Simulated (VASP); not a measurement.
OSZICAR of a VASP run on KF (rock salt):

### OSZICAR
```
       N       E                     dE             d eps       ncg     rms          rms(c)
DAV:   1     0.120783819159E+03    0.12078E+03   -0.83092E+03   696   0.127E+03
DAV:   2    -0.417397397642E+01   -0.12496E+03   -0.11453E+03   924   0.323E+02
DAV:   3    -0.914192104847E+01   -0.49679E+01   -0.49406E+01   884   0.623E+01
DAV:   4    -0.925780054586E+01   -0.11588E+00   -0.11578E+00  1104   0.842E+00
DAV:   5    -0.925872246973E+01   -0.92192E-03   -0.92191E-03   868   0.878E-01    0.636E+00
DAV:   6    -0.791585494810E+01    0.13429E+01   -0.47448E+00   788   0.171E+01    0.298E+00
DAV:   7    -0.790088996540E+01    0.14965E-01   -0.12635E-01   952   0.306E+00    0.177E+00
DAV:   8    -0.791580820406E+01   -0.14918E-01   -0.80399E-02   744   0.329E+00    0.222E-01
DAV:   9    -0.791970715800E+01   -0.38990E-02   -0.87039E-03   860   0.778E-01    0.136E-01
DAV:  10    -0.792091373342E+01   -0.12066E-02   -0.20407E-03   740   0.442E-01    0.685E-02
DAV:  11    -0.792103133240E+01   -0.11760E-03   -0.71493E-04   792   0.223E-01    0.294E-02
DAV:  12    -0.792101998375E+01    0.11349E-04   -0.14686E-04   860   0.928E-02    0.936E-03
DAV:  13    -0.792102199601E+01   -0.20123E-05   -0.19242E-05   768   0.423E-02    0.321E-03
DAV:  14    -0.792102233734E+01   -0.34133E-06   -0.88409E-07   888   0.928E-03    0.811E-04
DAV:  15    -0.792102237587E+01   -0.38538E-07   -0.78247E-08   640   0.262E-03
   1 F= -.79210224E+01 E0= -.79210224E+01  d E =-.685560E-14
```

### Question
Which electronic solver shows in the log?

### Answer
It is blocked Davidson (ALGO = Normal, or the opening steps of other solvers). The INCAR had ALGO = Normal.

### Question
Can the final energy be trusted as converged?

### Answer
The calculation finished and met its thresholds. It stopped with EDIFF = 1E-7, NELM = 100 (RPBE GGA, plane waves, VASP's PBE PAW potentials (set 64)).

The compound is KF in the rock salt structure. This cell is one point of a volume scan, at 1.03 of the reference volume.
